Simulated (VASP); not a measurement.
Data:

```yaml
crystal:
  lattice:
    - [5.77617, 0.00000, 0.00000]
    - [0.00000, 5.77617, 0.00000]
    - [0.00000, 0.00000, 5.77617]
  atoms:
    - { symbol: In, position: [0.00000, 0.00000, 0.00000] }
    - { symbol: As, position: [0.26020, 0.26020, 0.26020] }
    - { symbol: As, position: [0.73980, 0.73980, 0.26020] }
    - { symbol: As, position: [0.73980, 0.26020, 0.73980] }
    - { symbol: As, position: [0.26020, 0.73980, 0.73980] }
    - { symbol: Al, position: [0.50000, 0.50000, 0.00000] }
    - { symbol: Al, position: [0.50000, 0.00000, 0.50000] }
    - { symbol: Al, position: [0.00000, 0.50000, 0.50000] }
```

Method: PBEsol GGA, VASP's PBE PAW potentials (set 64) (plane waves; VASP 6.6.1). Run with 400 eV cut-off, 5×5×5 Γ-centred mesh, tetrahedra with Blöchl corrections, potentials In_d As Al.

The cores are frozen, which limits the accuracy of field gradients.

Q: Give the principal components of the electric field gradient (V/Å²) and the asymmetry η at each nucleus.

A: 
```csv
atom,Vxx,Vyy,Vzz,η
In1,0.0,0.0,0.0,-
As2,-12.2,-12.2,24.4,0.00
As3,-12.2,-12.2,24.4,0.00
As4,-12.2,-12.2,24.4,0.00
As5,-12.2,-12.2,24.4,0.00
Al6,2.6,2.6,-5.2,0.00
Al7,2.6,2.6,-5.2,0.00
Al8,2.6,2.6,-5.2,0.00
```

The structure was generated: Al3InAs4 was put into an ordered model structure (P-43m), which need not be its known phase. It was relaxed first.
